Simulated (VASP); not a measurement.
Input:

```xyz
2
Lattice="3.0242 0.0000 0.0000 -1.5121 2.6191 0.0000 0.0000 0.0000 2.8637" Properties=species:S:1:pos:R:3 pbc="T T T"
Ta     0.0000     0.0000     0.0000
C      1.5121     0.8730     1.4318
```

Calculation: PBEsol GGA, VASP's PBE PAW potentials (set 64) (plane waves; VASP). Run with 520 eV cut-off, Gaussian smearing of 0.050 eV, potentials Ta_pv C.

Task: Give the energies of bands 5 to 10 at the high-symmetry points, in eV from the Fermi level.

Result: 
| band | Γ | M | K | A | L | H |
|---|---|---|---|---|---|---|
| 5 | -2.70 | -5.85 | -5.22 | -7.40 | -5.17 | -5.89 |
| 6 | -2.31 | -2.15 | -3.58 | -0.97 | -3.16 | -4.25 |
| 7 | -2.31 | -2.00 | -1.89 | -0.97 | -3.10 | -0.59 |
| 8 | 1.05 | 0.18 | 2.04 | 0.85 | 1.11 | 0.54 |
| 9 | 5.02 | 4.15 | 2.46 | 0.85 | 5.79 | 5.79 |
| 10 | 5.02 | 5.76 | 2.92 | 5.25 | 7.14 | 7.29 |

It has no gap at this level: it comes out as a metal or semimetal.

The structure was generated: TaC was put into the WC type (P-6m2), which need not be its known phase. It was relaxed first, which changed the volume by +11 %. The electron count is odd and the run is not spin-polarised, which forces a metal.
